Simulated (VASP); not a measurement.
OSZICAR of a VASP run on KMgF₃ (cubic perovskite):

OSZICAR:
```
       N       E                     dE             d eps       ncg     rms          rms(c)
DAV:   1     0.241329353187E+03    0.24133E+03   -0.17504E+04   400   0.154E+03
DAV:   2    -0.155340472938E+02   -0.25686E+03   -0.25021E+03   532   0.377E+02
DAV:   3    -0.263104138815E+02   -0.10776E+02   -0.10752E+02   480   0.770E+01
DAV:   4    -0.266572754545E+02   -0.34686E+00   -0.34648E+00   680   0.115E+01
DAV:   5    -0.266596352808E+02   -0.23598E-02   -0.23597E-02   464   0.852E-01    0.897E+00
DAV:   6    -0.244529107836E+02    0.22067E+01   -0.95713E+00   440   0.226E+01    0.371E+00
DAV:   7    -0.244440670610E+02    0.88437E-02   -0.24133E-01   540   0.336E+00    0.234E+00
DAV:   8    -0.244440487025E+02    0.18359E-04   -0.70890E-02   460   0.292E+00    0.277E-01
DAV:   9    -0.244439942499E+02    0.54453E-04   -0.13605E-02   488   0.853E-01    0.120E-01
DAV:  10    -0.244443223438E+02   -0.32809E-03   -0.12881E-03   516   0.285E-01    0.671E-02
DAV:  11    -0.244443503857E+02   -0.28042E-04   -0.18790E-04   472   0.103E-01    0.249E-02
DAV:  12    -0.244443333147E+02    0.17071E-04   -0.93190E-05   456   0.664E-02    0.195E-03
DAV:  13    -0.244443336413E+02   -0.32663E-06   -0.15979E-06   344   0.107E-02
   1 F= -.25263149E+02 E0= -.25263149E+02  d E =-.252631E+02
       N       E                     dE             d eps       ncg     rms          rms(c)
DAV:   1    -0.244538953443E+02   -0.95620E-02   -0.15515E-01   420   0.371E+00    0.693E-01
DAV:   2    -0.244465627796E+02    0.73326E-02   -0.34466E-02   416   0.147E+00    0.129E-01
DAV:   3    -0.244461841863E+02    0.37859E-03   -0.68796E-04   584   0.227E-01    0.744E-02
DAV:   4    -0.244461039804E+02    0.80206E-04   -0.29242E-04   692   0.104E-01    0.574E-02
DAV:   5    -0.244461064889E+02   -0.25085E-05   -0.32341E-05   628   0.423E-02    0.122E-02
DAV:   6    -0.244461043354E+02    0.21536E-05   -0.10996E-05   568   0.267E-02    0.401E-03
DAV:   7    -0.244461035196E+02    0.81575E-06   -0.87864E-07   380   0.506E-03
   2 F= -.25263638E+02 E0= -.25263638E+02  d E =-.488678E-03
```

**Question.** Which electronic solver shows in the log?

**Answer.** It is blocked Davidson (ALGO = Normal, or the opening steps of other solvers). The INCAR had ALGO = Normal.

**Question.** Can the final energy be trusted as converged?

**Answer.** The run converged. It stopped with EDIFF = 1E-6, NELM = 100, NSW = 60 and EDIFFG = -0.02 after 2 ionic steps (PBE GGA with D3 dispersion (zero damping), plane waves, VASP's PBE PAW potentials (set 64)).

The compound is KMgF3 in the cubic perovskite structure. This run relaxes it. Symmetry was kept, so distortions that lower it aren't found. The start is the result of an earlier pass.
